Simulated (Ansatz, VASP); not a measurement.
**Cross-check of Fe (Fe wire along [111], 3 atoms a period) between VASP and Ansatz**

Aim: how closely do two programs agree when they are given the same cell, functional and k mesh? The structure shown is the start of the Ansatz relaxation below; VASP solves that cell, so the two are compared at the walk's first step.

Method: plane waves, with VASP 6.6.1 beside it; PBE, in Ansatz 0.2.0.

### 1. The structure

The cell holds 3 atoms: 3 Fe. Its edges and angles: a = 8.801 Å, b = 9.111 Å, c = 2.451 Å, α = 90.0°, β = 90.0°, γ = 90.0°. Vacuum lies along a and b. The structure's axis is c.

### 2. Ansatz: relaxation, PBE

Ansatz runs on its default PAW (the set named soft_2) files.

The two programs are compared at the cell with which this relaxation starts, whose forces are those of its first step.

input.yaml reads:

```yaml
crystal:
  lattice:
    - [8.801, 0.0, 0.0]
    - [0.0, 9.111, 0.0]
    - [0.0, 0.0, 2.4508518927]
  atoms:
    - { symbol: Fe, position: [0.386319736, 0.373175283, 0.0], spin: 2.4 }
    - { symbol: Fe, position: [0.386319736, 0.626790179, 0.333333333], spin: 2.4 }
    - { symbol: Fe, position: [0.613693011, 0.499982731, 0.666666667], spin: 2.4 }
magnetization:
  spin_polarized: true
kpoints:
  mp_grid: { grid: [1, 1, 33] }
scf:
  occupations: { method: fermi_dirac, width: 0.05 }
hamiltonian:
  xc: pbe
relax:
  cell: { fix: [a, b, alpha, beta, gamma] }
  max_steps: 60
```

Launch:

```console
> ansatz run input.yaml --threads 4 --pin off --max-ram 16384MiB --backend cpu --events-out ev --progress --plain --runs-dir out
```

Numbers of over 12 decimals in the logs are rounded to 6 here.

Log:

```text
Engine: ansatz 0.2.0, aarch64-unknown-linux-gnu
Pseudopotentials: kind: paw
Pseudopotential: Fe, paw, valence charge 16, recommended cutoff 420 eV (normal), Fe.paw.azcp
Functional definition: PBE
  parameter kappa = 0.804
  parameter beta = 0.066725
  exchange = pbe_x(kappa = kappa, mu = beta*pi^2/3)
  correlation = pbe_c(beta = beta)
Crystal: 3 atoms, lattice volume = 196.524 Å³
Basis set: ecut = 420 eV, 3823 PW (Γ), exchange–correlation on 120×128×36 points (8 copies of the dense FFT grid, shifted against one another)
Bands: 34, of which v1, the nominal top of the filled ones, is band 24 counted from 1 (23 counted from 0)
Symmetry: 2 space group operations
Space group: P2 (ITA 3), of the structure as read, at distance tolerance 5.8e-5 Å
Magnetic group: BNS 3.1 (UNI 8), of the structure as read, at distance tolerance 5.8e-5 Å
k-points: 17 of 33
Non-local potential: Fe, projectors of the file, l = 0: 3, l = 1: 2, l = 2: 3, l = 3: 1
PAW form: soft (Blöchl's): semilocal exchange-correlation on the pseudo side does not see the compensation charge
PAW one-centre angular grid: Fe, 590 points (default); XC on 64 Gauss nodes
Initial density: superposition of atomic densities (neutral atoms: chi_scale 0, normalization atom)
Starting moments: Σ|m| = 7.2 μB on 3 of 3 sites
Initial wavefunctions: pseudopotential atomic-orbital guess
Functional: x = pbe(κ = 0.804, μ = 0.219515), c = pbe(β = 0.066725)
SCF iter   1: F=—  HF=-13433.921688 eV  |F-HF|=—  |Δ(HF+E_count)|=         —  Δρ=3.38e-2 (↑3.38e-2 ↓3.00e-2)  dr2=7.18e0  dr2_m=1.45e0  M=8.339 μB ∫|m|=8.380 μB  β_m=0.30  ethr=3.10e-3  ⟨swp⟩=8.8  Hψ=5540  notcnv=0
Mixer restart at iter 1: flushing history
preconditioner: auto → LDOS  [metal: Δε(μ)=0.028 eV  Ē_g=4.678 eV  σ=0.050 eV  W_gap=0.14  n_scr=28 (ndim 8)  ℏωp=13.0 eV  f_vac=0.606  D(μ)=5.14/eV (n_scr^D=28)]
spin=Collinear: LDOS preconditioning applied to the charge; magnetization (m = ρ↑ − ρ↓) channel mixes plain (no charge-response kernel on spin).
SCF iter   2: F=—  HF=-13433.961226 eV  |F-HF|=—  |Δ(HF+E_count)|=   3.95e-2  Δρ=2.79e-2 (↑2.79e-2 ↓2.31e-2)  dr2=1.73e0  dr2_m=1.04e0  M=8.661 μB ∫|m|=8.733 μB  β_m=0.50  ethr=3.10e-3  ⟨swp⟩=2.6  Hψ=2188  notcnv=0  defer=31
SCF iter   3: F=—  HF=-13435.546779 eV  |F-HF|=—  |Δ(HF+E_count)|=    1.59e0  Δρ=1.37e-2 (↑9.33e-3 ↓1.37e-2)  dr2=6.34e-2  dr2_m=2.26e-1  M=9.147 μB ∫|m|=9.313 μB  β_m=0.62  ethr=3.10e-3  ⟨swp⟩=3.0  Hψ=2074  notcnv=0  defer=31
SCF iter   4: F=—  HF=-13435.911843 eV  |F-HF|=—  |Δ(HF+E_count)|=         —  Δρ=8.64e-3 (↑8.64e-3 ↓2.76e-3)  dr2=5.87e-2  dr2_m=5.24e-2  M=9.423 μB ∫|m|=9.681 μB  β_m=0.62  ethr=1.32e-4  ⟨swp⟩=3.6  Hψ=2530  notcnv=0  defer=36
SCF iter   5: F=—  HF=-13435.901786 eV  |F-HF|=—  |Δ(HF+E_count)|=   1.01e-2  Δρ=1.81e-3 (↑1.81e-3 ↓1.26e-3)  dr2=1.29e-2  dr2_m=1.17e-3  M=9.446 μB ∫|m|=9.748 μB  β_m=0.63  ethr=1.22e-4  ⟨swp⟩=2.6  Hψ=2211  notcnv=0  defer=36
SCF iter   6: F=—  HF=-13435.907895 eV  |F-HF|=—  |Δ(HF+E_count)|=   6.11e-3  Δρ=9.95e-4 (↑9.95e-4 ↓5.64e-4)  dr2=8.79e-4  dr2_m=8.34e-4  M=9.450 μB ∫|m|=9.756 μB  β_m=0.70  ethr=2.68e-5  ⟨swp⟩=2.4  Hψ=2151  notcnv=0  defer=38
SCF iter   7: F=—  HF=-13435.908543 eV  |F-HF|=—  |Δ(HF+E_count)|=   6.48e-4  Δρ=3.48e-4 (↑2.82e-4 ↓3.48e-4)  dr2=1.28e-4  dr2_m=1.50e-4  M=9.457 μB ∫|m|=9.772 μB  β_m=0.78  ethr=1.83e-6  ⟨swp⟩=2.6  Hψ=2073  notcnv=0  defer=38
SCF iter   8: F=—  HF=-13435.908756 eV  |F-HF|=—  |Δ(HF+E_count)|=   2.14e-4  Δρ=1.09e-4 (↑7.05e-5 ↓1.09e-4)  dr2=3.34e-5  dr2_m=4.34e-6  M=9.460 μB ∫|m|=9.781 μB  β_m=0.73  ethr=2.68e-7  ⟨swp⟩=2.6  Hψ=2048  notcnv=0  defer=38
SCF iter   9: F=—  HF=-13435.908779 eV  |F-HF|=—  |Δ(HF+E_count)|=   2.31e-5  Δρ=4.02e-5 (↑2.66e-5 ↓4.02e-5)  dr2=2.12e-6  dr2_m=1.32e-6  M=9.462 μB ∫|m|=9.784 μB  β_m=0.76  ethr=6.96e-8  ⟨swp⟩=2.5  Hψ=2032  notcnv=0  defer=38
SCF iter  10: F=—  HF=-13435.908782 eV  |F-HF|=—  |Δ(HF+E_count)|=   2.21e-6  Δρ=1.27e-5 (↑7.03e-6 ↓1.27e-5)  dr2=2.53e-7  dr2_m=1.29e-7  M=9.462 μB ∫|m|=9.784 μB  β_m=0.88  ethr=4.42e-9  ⟨swp⟩=2.5  Hψ=1874  notcnv=0  defer=38
SCF iter  11: F=—  HF=-13435.908782 eV  |F-HF|=—  |Δ(HF+E_count)|=   4.86e-7  Δρ=5.62e-6 (↑4.43e-6 ↓5.62e-6)  dr2=6.10e-8  dr2_m=2.31e-8  M=9.462 μB ∫|m|=9.784 μB  β_m=0.83  ethr=5.27e-10  ⟨swp⟩=2.6  Hψ=1979  notcnv=0  defer=38
SCF iter  12: F=-13435.908782 eV  HF=-13435.908782 eV  |F-HF|=5.99e-8  |Δ(HF+E_count)|=   3.51e-8  Δρ=4.23e-6 (↑1.01e-6 ↓4.23e-6)  dr2=6.76e-8  dr2_m=6.07e-9  M=9.462 μB ∫|m|=9.784 μB  ethr=1.27e-10  ⟨swp⟩=2.3  Hψ=3865  notcnv=0
SCF 1 converged in 12 iterations: F = -13435.908782 eV  dr2 = 6.76e-8
  greatest PAW one-centre occupation: 1.003 electrons in one spin orbital (limit 2), on the Fe atom at site 2 (counted from 0), in its partial waves of l = 1
[...]
SCF iter   4: F=—  HF=-13436.107434 eV  |F-HF|=—  |Δ(HF+E_count)|=   4.51e-4  Δρ=1.91e-4 (↑1.05e-4 ↓1.91e-4)  dr2=4.46e-5  dr2_m=2.87e-5  M=9.256 μB ∫|m|=9.513 μB  β_m=0.59  ethr=6.93e-7  ⟨swp⟩=2.0  Hψ=1750  notcnv=0
SCF iter   5: F=—  HF=-13436.107521 eV  |F-HF|=—  |Δ(HF+E_count)|=   8.78e-5  Δρ=1.00e-4 (↑1.00e-4 ↓5.03e-5)  dr2=1.54e-5  dr2_m=8.06e-6  M=9.259 μB ∫|m|=9.516 μB  β_m=0.70  ethr=9.30e-8  ⟨swp⟩=2.0  Hψ=2255  notcnv=0
SCF iter   6: F=—  HF=-13436.107528 eV  |F-HF|=—  |Δ(HF+E_count)|=   6.68e-6  Δρ=1.16e-5 (↑1.16e-5 ↓6.68e-6)  dr2=4.52e-7  dr2_m=6.54e-8  M=9.260 μB ∫|m|=9.517 μB  β_m=0.80  ethr=3.21e-8  ⟨swp⟩=2.1  Hψ=1828  notcnv=0
SCF iter   7: F=—  HF=-13436.107528 eV  |F-HF|=—  |Δ(HF+E_count)|=   3.18e-7  Δρ=4.47e-6 (↑4.47e-6 ↓3.24e-6)  dr2=4.91e-8  dr2_m=1.21e-8  M=9.260 μB ∫|m|=9.517 μB  β_m=0.88  ethr=9.42e-10  ⟨swp⟩=2.2  Hψ=1641  notcnv=0
SCF iter   8: F=-13436.107528 eV  HF=-13436.107528 eV  |F-HF|=2.60e-7  |Δ(HF+E_count)|=   9.46e-8  Δρ=8.44e-6 (↑3.31e-6 ↓8.44e-6)  dr2=2.67e-7  dr2_m=1.53e-8  M=9.260 μB ∫|m|=9.517 μB  ethr=1.02e-10  ⟨swp⟩=2.3  Hψ=4054  notcnv=0
SCF 4 converged in 8 iterations: F = -13436.107528 eV  dr2 = 2.67e-7
relax step   4: F+E_penalty+E_count = -13436.10752811 eV  Δ(F+E_penalty+E_count) = -5.143e-3 eV  max|allowed force component| = 1.264e-2 eV/Å  Δτ_max = 0.0137 Å  P = +0.056 GPa  Ω = 195.584 Å³  energy of the carried Pulay correction = +9.644e-5 eV  fix = [a, b, alpha, beta, gamma]  reactions: a +0.085, b +0.094 GPa; alpha -0.004 GPa/rad  (8 SCF iters, dr2 threshold 3.00e-7 eV, accepted)
[...]
relax step   5: F+E_penalty+E_count = -13436.10754002 eV  Δ(F+E_penalty+E_count) = -1.190e-5 eV  max|allowed force component| = 8.019e-4 eV/Å  Δτ_max = 0.0007 Å  P = +0.072 GPa  Ω = 195.584 Å³  energy of the carried Pulay correction = +9.644e-5 eV  fix = [a, b, alpha, beta, gamma]  reactions: a +0.103, b +0.111 GPa; alpha -0.003 GPa/rad  (7 SCF iters, dr2 threshold 9.98e-9 eV, accepted)
[...]
relax step   6: F+E_penalty+E_count = -13436.10743127 eV  Δ(F+E_penalty+E_count) = +1.088e-4 eV  max|allowed force component| = 7.472e-4 eV/Å  Δτ_max = 0.0000 Å  P = +0.073 GPa  Ω = 195.584 Å³  fix = [a, b, alpha, beta, gamma]  reactions: a +0.105, b +0.112 GPa; alpha -0.003 GPa/rad  stress off target by 2.81e-3 GPa on what of the cell is left free  SCF on the basis re-selected at this cell (its energy is not comparable with the rows above)  (7 SCF iters)
basis re-selected at this cell: Δ(F+E_penalty+E_count) = +1.088e-4 eV, ΔP = +0.002 GPa vs the last step (what re-selecting the basis moved, of the pressure what is left beyond the Pulay correction that the steps carried, after the strain that the cell walked since its last selection, with what the two solves' SCF thresholds leave and, on support functions, any second-order correction that the steps lacked; it is no m [...]
SCF converged after 7 iterations
Magnetization: 9.2585 μB (28.6292 up, 19.3708 down)
Absolute magnetization: 9.5168 μB (∫|ρ↑−ρ↓|, with the PAW one-centre terms)
Spin contamination: 0.1094 ħ² per cell (⟨S²⟩ above its minimum at these occupations)
Per-site moments (μB) at R_I (Å): [(2.772678, 0.948814), (2.772678, 0.948814), (2.773153, 0.948814)]
Free energy (F): -13436.107431 eV
Harris-Foulkes:  -13436.107431 eV  (|F-HF|=3.64e-12)
Internal energy: -13436.083057 eV  (E = F + TS)
E sigma→0 (E₀):  -13436.095244 eV
Entropy (-TS):   -0.024375 eV (-8.125 meV/atom)
Fermi energy:    0.216927 eV
--- Per-component energies (eV) ---
  E_band       = -1516.790495
  E_kinetic    = 1045.323706
  E_local      = -22092.289004  (includes V_loc(G=0)·N_el)
  E_nonlocal   = 675.223955
  E_hartree    = 10109.659473
  E_xc         = -345.228375
  E_vxc        = -443.764949  (∫ρ·V_xc dr)
  E_paw        = -4112.961979  (= ΣΔE_a)
  E_vpaw       = -920.605767  (= ΣTr[D̂ρ^β])
  E_aug_tail   = 0.002602  (compensation charges beyond the density's cutoff)
  E_ewald      = 1284.186565
  E_smearing   = -0.024375  (= −TS)
  E_closure    = 0.000000  (closes the sum)
  Σ components = -13436.107431   (vs F -13436.107431, Δ=0.00e0)
--- Forces (eV/Å), atoms counted from 1 ---
  atom   1  Fe     0.00036522     0.00042249     0.00000536
  atom   2  Fe     0.00036522    -0.00042249    -0.00000536
  atom   3  Fe    -0.00075559     0.00000000     0.00000000
  max |Σ_I F_I| component: 2.52e-5 eV/Å
--- Stress (GPa, compression-positive) ---
        0.104662       0.000000       0.000000
        0.000000       0.112031       0.003169
        0.000000       0.003169       0.002807
  P = ⅓ Tr σ = 0.0732 GPa (0.732 kbar)
--- Relaxed structure (5 steps of the walk, 5 accepted, 1 SCFs on fresh bases) ---
  F+E_penalty+E_count = -13436.10743127 eV   max|allowed force component| = 7.472e-4 eV/Å   (the final SCF, on the basis selected at the relaxed cell)
  cell:  # Å, volume = 195.5842 Å³
    - [8.801, 0.0, 0.0]
    - [0.0, 9.111, 0]
    - [0.0, 0, 2.439134]
  atoms:
    - { symbol: Fe, position: [0.391534, 0.381898, -6.868755135533228e-5] }
    - { symbol: Fe, position: [0.391534, 0.618068, 0.333402] }
    - { symbol: Fe, position: [0.603265, 0.499983, 0.666667] }
```

### 3. VASP: single point, PBE, start cell

The same cell, functional, mesh and smearing now go to VASP, with its own data sets.

Lines of VASP's logs that name or quote its potential files are left out, and so is its time.

INCAR reads:

```
SYSTEM = Fe
PREC = Accurate
ENCUT = 520
EDIFF = 1E-06
NELM = 200
ISMEAR = -1
SIGMA = 0.05
LREAL = .FALSE.
ALGO = Normal
GGA = PE
NBANDS = 24
ISPIN = 2
MAGMOM = 2.77 2.77 2.77
LASPH = .TRUE.
LMAXMIX = 4
LORBIT = 11
LWAVE = .FALSE.
LCHARG = .FALSE.
ISIF = 2
GGA_COMPAT = .FALSE.
```

POSCAR reads:

```
Fe
1.0
    8.8010000000      0.0000000000      0.0000000000
    0.0000000000      9.1110000000      0.0000000000
    0.0000000000      0.0000000000      2.4508520000
Fe
3
Direct
    0.3863197364      0.3731752826      0.0000000000
    0.3863197364      0.6267901438      0.3333334693
    0.6136929894      0.4999827132      0.6666667346
```

KPOINTS reads:

```
Automatic mesh
0
Gamma
1 1 33
0 0 0
```

PAW data sets: Fe (PBE family, release 64).

Launch:

```console
> mpirun -np 1 vasp_std
```

Log:

```text
[banner, memory and clock lines left out]
running    1 mpi-ranks, on    1 nodes
 distrk:  each k-point on    1 cores,    1 groups
 distr:  one band on    1 cores,    1 groups

 POSCAR found type information on POSCAR Fe
 POSCAR found :  1 types and       3 ions
 LDA part: xc-table for (Slater+PW92), standard interpolation
 POSCAR, INCAR and KPOINTS ok, starting setup
 FFT: planning ... GRIDC
 FFT: planning ... GRID_SOFT
 FFT: planning ... GRID
 WAVECAR not read
 entering main loop
       N       E                     dE             d eps       ncg     rms          rms(c)
DAV:   1     0.141487080360E+03    0.14149E+03   -0.82785E+03  1632   0.800E+02
DAV:   2    -0.146889453389E+02   -0.15618E+03   -0.13702E+03  1632   0.200E+02
DAV:   3    -0.205708262574E+02   -0.58819E+01   -0.55954E+01  1960   0.530E+01
DAV:   4    -0.206727777767E+02   -0.10195E+00   -0.10161E+00  1696   0.851E+00
DAV:   5    -0.206742707315E+02   -0.14930E-02   -0.14928E-02  2056   0.781E-01    0.142E+01
DAV:   6    -0.197438574884E+02    0.93041E+00   -0.16421E+01  1880   0.483E+01    0.100E+01
DAV:   7    -0.192556329976E+02    0.48822E+00   -0.21331E+00  1928   0.177E+01    0.525E+00
DAV:   8    -0.192293503952E+02    0.26283E-01   -0.14529E-01  2208   0.392E+00    0.241E+00
DAV:   9    -0.193750309055E+02   -0.14568E+00   -0.48831E-01  2192   0.164E+01    0.571E+00
DAV:  10    -0.192376570197E+02    0.13737E+00   -0.35285E-01  2088   0.128E+01    0.765E-01
DAV:  11    -0.192576324241E+02   -0.19975E-01   -0.37469E-02  1696   0.135E+00    0.393E-01
DAV:  12    -0.192579170009E+02   -0.28458E-03   -0.46758E-03  2088   0.114E+00    0.211E-01
DAV:  13    -0.192584878022E+02   -0.57080E-03   -0.19980E-03  1872   0.705E-01    0.886E-02
DAV:  14    -0.192588316886E+02   -0.34389E-03   -0.48689E-04  1784   0.214E-01    0.102E-01
DAV:  15    -0.192594810633E+02   -0.64937E-03   -0.87399E-04  1848   0.467E-01    0.938E-02
DAV:  16    -0.192598319431E+02   -0.35088E-03   -0.25213E-04  1864   0.263E-01    0.288E-02
DAV:  17    -0.192600656380E+02   -0.23369E-03   -0.64518E-05  1712   0.668E-02    0.123E-02
DAV:  18    -0.192601805836E+02   -0.11495E-03   -0.28714E-05  1680   0.278E-02    0.720E-03
DAV:  19    -0.192601888793E+02   -0.82957E-05   -0.62020E-06  1664   0.198E-02    0.464E-03
DAV:  20    -0.192601882979E+02    0.58144E-06   -0.18841E-06  1520   0.131E-02
   1 F= -.19260188E+02 E0= -.19248401E+02  d E =-.235755E-01  mag=     9.4519
```

[end of part 1 of 2]

[Lines on the potential files, build, host, timing and source positions are cut from VASP's logs without a mark.]

[Logs are printed without paths, hosts, clocks, repeated set-up lines and the standing remarks that a program may print on its own settings, such as how far it seeks lower states.]

[Hosts, paths, dates, database ids (printed as entryN), source tags and the programs' standing remarks are cut or masked in the printed files.]
